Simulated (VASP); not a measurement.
```
CELL_PARAMETERS angstrom
     -1.61158     1.61158     2.48596
      1.61158    -1.61158     2.48596
      1.61158     1.61158    -2.48596
ATOMIC_POSITIONS crystal
  In 0.00000 0.00000 0.00000
```

The numbers are results of vdW-DF-cx, VASP's PBE PAW potentials (set 64) (plane waves; VASP), not measurements. Run with 520 eV cut-off, 18×18×18 Γ-centred mesh, tetrahedra with Blöchl corrections, potentials In_d.

Unless said otherwise, spin-orbit coupling is left out, though it shifts the bands of the heavy elements here.

**Question.** Tabulate the total density of states (states/eV per cell) against energy (eV; zero at the valence-band maximum or, without a gap, the Fermi level).

**Answer.** 
```
E (eV) | DOS (states/eV)
    -9.98 |  0.00
    -9.74 |  0.00
    -9.50 | ### 0.05
    -9.26 | ##### 0.09
    -9.02 | ###### 0.12
    -8.90 | ###### 0.13
    -8.66 | ####### 0.15
    -8.42 | ######## 0.17
    -8.18 | ######### 0.18
    -7.94 | ########## 0.20
    -7.70 | ########## 0.21
    -7.46 | ########### 0.22
    -7.22 | ########### 0.23
    -6.98 | ############ 0.25
    -6.74 | ############# 0.26
    -6.62 | ############# 0.26
    -6.38 | ############# 0.27
    -6.14 | ############## 0.28
    -5.90 | ############## 0.30
    -5.66 | ############### 0.31
    -5.42 | ################ 0.32
    -5.18 | ################ 0.33
    -4.94 | ################# 0.35
    -4.70 | ################## 0.37
    -4.46 | #################### 0.42
    -4.34 | ##################### 0.43
    -4.10 | ################### 0.39
    -3.86 | ################### 0.38
    -3.62 | ################# 0.36
    -3.38 | ################# 0.34
    -3.14 | ################# 0.36
    -2.90 | ################## 0.37
    -2.66 | ################## 0.36
    -2.42 | ################# 0.34
    -2.18 | ################## 0.36
    -2.06 | ################## 0.36
    -1.82 | ################# 0.35
    -1.58 | ################ 0.34
    -1.34 | ################### 0.40
    -1.10 | ####################### 0.46
    -0.86 | ############################ 0.56
    -0.62 | ######################### 0.52
    -0.38 | ######################## 0.49
    -0.14 | ##################### 0.42
     0.10 | #################### 0.40
     0.22 | #################### 0.41
     0.46 | ####################### 0.47
     0.70 | ######################## 0.50
     0.94 | ######################## 0.50
     1.18 | ######################## 0.50
     1.42 | ######################## 0.49
     1.66 | ######################## 0.50
     1.90 | ######################### 0.51
     2.14 | ########################## 0.53
     2.38 | ########################### 0.55
     2.50 | ########################### 0.55
     2.74 | ########################### 0.56
     2.98 | ############################ 0.57
     3.22 | ############################# 0.60
     3.46 | ############################## 0.61
```
Within 2 eV below the Fermi level the largest weight inside VASP's projection spheres is In p, then In s.

The compound is In in the bct structure. It was relaxed first.
